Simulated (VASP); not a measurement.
# BiSbS4 (P-3m1) in VASP: further runs, part 2 of 2

VASP 6.6.1. Earlier steps stand in the parts before.

## 3. Relaxation of cell and atoms, PBE

This run uses another cell than the first one, of 27.33 Å³/atom, 1.179 times its volume.

File INCAR:

```
PREC     = Accurate       # precision mode
ENCUT    = 520            # plane-wave cutoff, eV
EDIFF    = 1E-7           # SCF threshold, eV
ISMEAR   = 0              # smearing method
SIGMA    = 0.1            # smearing width, eV
LREAL    = False          # projectors in reciprocal space
LASPH    = True           # aspherical terms in the spheres
NELM     = 120            # most SCF steps
ALGO     = Normal         # electronic algorithm
ISIF     = 3              # what is computed and relaxed
LWAVE    = False          # write WAVECAR
LCHARG   = False          # write CHGCAR
GGA      = PE             # functional
IBRION   = 2              # ionic algorithm
NSW      = 60             # ionic steps
EDIFFG   = -0.005         # ionic threshold
POTIM    = 0.3            # step
KPAR     = 4
```

File KPOINTS:

```
Automatic mesh
0
Gamma
  10 10 4
```

File POSCAR:

```
BiSbS4                                  
1.0
    3.8118061167      0.0000000002      0.0000000000
   -1.9059030631      3.3011209291     -0.0000000000
    0.0000000000     -0.0000000000     13.0304146448
  Sb              Bi              S             
     1     1     4
Direct
     0.0000000000000000    0.0000000000000000    0.5000000000000000
     0.0000000000000000    0.0000000000000000    0.0000000000000000
     0.6666666699999979    0.3333333300000021    0.6159881971032849
     0.6666666699999979    0.3333333300000021    0.1261190074583710
     0.3333333300000021    0.6666666699999979    0.8738809925416287
     0.3333333300000021    0.6666666699999979    0.3840118028967149
```

Potentials or basis: VASP PAW PBE potentials, release 64 (Sb, Bi_d, S).

Command:

```sh
> cat potpaw_PBE.64/Sb/POTCAR potpaw_PBE.64/Bi_d/POTCAR potpaw_PBE.64/S/POTCAR > POTCAR
> mpirun -np 4 vasp_std > vasp.out
```

OUTCAR:

```text
PREC = Accurate
   ENCUT = 520
   EDIFF = 1E-7
   ISMEAR = 0
   LREAL = False
   LASPH = True
   NELM = 120
   ISIF = 3
   GGA = PE
   IBRION = 2
   NSW = 60
   EDIFFG = -0.005
   POTIM = 0.3

 ion  position               nearest neighbor table
   1  0.000  0.000  0.500-   3 2.67   6 2.67   3 2.67   6 2.67   3 2.67   6 2.67
   2  0.000  0.000  0.000-   4 2.75   5 2.75   4 2.75   5 2.75   4 2.75   5 2.75
   3  0.667  0.333  0.616-   1 2.67   1 2.67   1 2.67
   4  0.667  0.333  0.126-   2 2.75   2 2.75   2 2.75
   5  0.333  0.667  0.874-   2 2.75   2 2.75   2 2.75
   6  0.333  0.667  0.384-   1 2.67   1 2.67   1 2.67

  LATTYP: Found a hexagonal cell.
 ALAT       =     3.8118061167
 C/A-ratio  =     3.4184358401

  Lattice vectors:

 A1 = (   3.8118061167,   0.0000000002,   0.0000000000)
 A2 = (  -1.9059030631,   3.3011209291,   0.0000000000)
 A3 = (   0.0000000000,   0.0000000000,  13.0304146448)

Analysis of symmetry for initial positions (statically):
=====================================================================
 Subroutine PRICEL returns:
 Original cell was already a primitive cell.

 Routine SETGRP: Setting up the symmetry group for a
 hexagonal supercell.
[... 184 lines left out ...]
  -------------------------------------------------------------------------------------
  Total        0.0433824      0.0433824      0.0731710     -0.0000000      0.0000000     -0.0000000
  in kB        0.4239098      0.4239098      0.7149888     -0.0000000      0.0000000     -0.0000000
  external PRESSURE =       0.5209361 kB  Pullay stress =       0.0000000 kB
[... 227 lines left out ...]
--------------------------------------- Ionic step        7  -------------------------------------------

 number of electron      44.0000005 magnetization

 Free energy of the ion-electron system (eV)
  ---------------------------------------------------
  ext. energy  EPLUGINS =         0.00000000
  ---------------------------------------------------
  free energy    TOTEN  =       -24.82954763 eV

  energy without entropy =      -24.80471408  energy(sigma->0) =      -24.81713085

 E-fermi :   3.8156     XC(G=0):  -8.8002

 val. band max:        3.8114733846   @ k =   0.3000   0.3000   0.5000
 cond. band min:       3.8204249571   @ k =  -0.2000   0.5000   0.2500
 fundamental gap:      0.0089515725
 Fermi energy:         3.8156084820

 k-point     1 :       0.0000    0.0000    0.0000
  band No.  band energies     occupation
      1     -18.8594      2.00000
      2     -18.8594      2.00000
      3     -18.8295      2.00000
      4     -18.8005      2.00000
      5     -18.8005      2.00000
      6     -10.7597      2.00000
[... 685 lines left out ...]
     25       6.8850      0.00000
     26       7.6543      0.00000

 [... further k-points ...]

------------------------ aborting loop because EDIFF is reached ----------------------------------------

  FORCE on cell =-STRESS in cart. coord.  units (eV):
  Direction    XX          YY          ZZ          XY          YZ          ZX
  --------------------------------------------------------------------------------------
  -------------------------------------------------------------------------------------
  Total        0.0014952      0.0014952      0.0131318     -0.0000000      0.0000000     -0.0000000
  in kB        0.0145958      0.0145958      0.1281907     -0.0000000      0.0000000     -0.0000000
  external PRESSURE =       0.0524608 kB  Pullay stress =       0.0000000 kB
[... 21 lines left out ...]
  FREE ENERGIE OF THE ION-ELECTRON SYSTEM (eV)
  ---------------------------------------------------
  free  energy   TOTEN  =       -24.8295476250 eV

  energy  without entropy=      -24.8047140754  energy(sigma->0) =      -24.81713085

 reached required accuracy - stopping structural energy minimisation
```

OSZICAR:

```text
N       E                     dE             d eps       ncg     rms          rms(c)
DAV:   1     0.374300409585E+03    0.37430E+03   -0.19252E+04  2600   0.153E+03
DAV:   2     0.124297159601E+02   -0.36187E+03   -0.35613E+03  3184   0.352E+02
DAV:   3    -0.248140635087E+02   -0.37244E+02   -0.36905E+02  3290   0.124E+02
DAV:   4    -0.261153387450E+02   -0.13013E+01   -0.12934E+01  3370   0.267E+01
[... 55 lines left out ...]
DAV:   4    -0.248295490937E+02    0.10732E-05   -0.12301E-05  4014   0.155E-02    0.555E-03
DAV:   5    -0.248295478685E+02    0.12251E-05   -0.75272E-06  3526   0.789E-03    0.181E-03
DAV:   6    -0.248295477525E+02    0.11601E-06   -0.24680E-07  2260   0.324E-03    0.133E-03
DAV:   7    -0.248295476505E+02    0.10204E-06   -0.52940E-08  1572   0.162E-03    0.280E-04
DAV:   8    -0.248295476250E+02    0.25419E-07   -0.18748E-08  1482   0.120E-03
   7 F= -.24829548E+02 E0= -.24817131E+02  d E =-.129264E-04
```

CONTCAR:

```text
BiSbS4
   1.00000000000000
     3.8122657629322787    0.0000000001993873   -0.0000000000000000
    -1.9061328862172635    3.3015189944134313    0.0000000000000000
    -0.0000000000000000    0.0000000000000000   13.0401203064824447
  Sb              Bi              S
     1     1     4
Direct
     0.0000000000000000    0.0000000000000000    0.5000000000000000
     0.0000000000000000    0.0000000000000000    0.0000000000000000
     0.6666666699999979    0.3333333300000021    0.6159937174275302
     0.6666666699999979    0.3333333300000021    0.1260817295235227
     0.3333333300000021    0.6666666699999979    0.8739182704764772
     0.3333333300000021    0.6666666699999979    0.3840062825724698

  0.00000000E+00  0.00000000E+00  0.00000000E+00
  0.00000000E+00  0.00000000E+00  0.00000000E+00
  0.00000000E+00  0.00000000E+00  0.00000000E+00
  0.00000000E+00  0.00000000E+00  0.00000000E+00
  0.00000000E+00  0.00000000E+00  0.00000000E+00
  0.00000000E+00  0.00000000E+00  0.00000000E+00
```

Run time: 2.5 min. Hardware: 4 MPI ranks of Intel Xeon 6975P-C (Granite Rapids), shared host; peak memory 0.41 GiB.

Results:

```yaml
Free_energy: -24.8295 eV
Relaxed_volume: 27.35 Å³/atom
Relaxed_cell: a = 3.812 Å, b = 3.812 Å, c = 13.040 Å, α = 90.00°, β = 90.00°, γ = 120.00°
Space_group_after_relaxing_to_0.05_Å: P-3m1 (No. 164)
Energy_gained_by_relaxing: 0.0 meV/atom
Ionic_steps: 7
Pressure_after_relaxing: 0.0 GPa
Largest_force_after_relaxing: 0.005 eV/Å
Band_gap_on_the_k_mesh: none (metal or under the smearing width)
```

Forces on the atoms (eV/Å):
```
Sb   0.000  0.000  0.000
Bi   0.000  0.000  0.000
S    0.000  0.000 -0.003
S    0.000  0.000 -0.005
S    0.000  0.000  0.005
S    0.000  0.000  0.003
```

Final structure:
```yaml
crystal:
  lattice:
    - [3.81227, 0.00000, 0.00000]
    - [-1.90613, 3.30152, 0.00000]
    - [0.00000, 0.00000, 13.04012]
  atoms:
    - { symbol: Sb, position: [0.00000, 0.00000, 0.50000] }
    - { symbol: Bi, position: [0.00000, 0.00000, 0.00000] }
    - { symbol: S, position: [0.66667, 0.33333, 0.61599] }
    - { symbol: S, position: [0.66667, 0.33333, 0.12608] }
    - { symbol: S, position: [0.33333, 0.66667, 0.87392] }
    - { symbol: S, position: [0.33333, 0.66667, 0.38401] }
```

Caveat: spin-orbit coupling is left out, which moves the levels of the heavy elements; this functional lacks dispersion, which binds the layers, so the pressure and a relaxed spacing across them are unreliable.
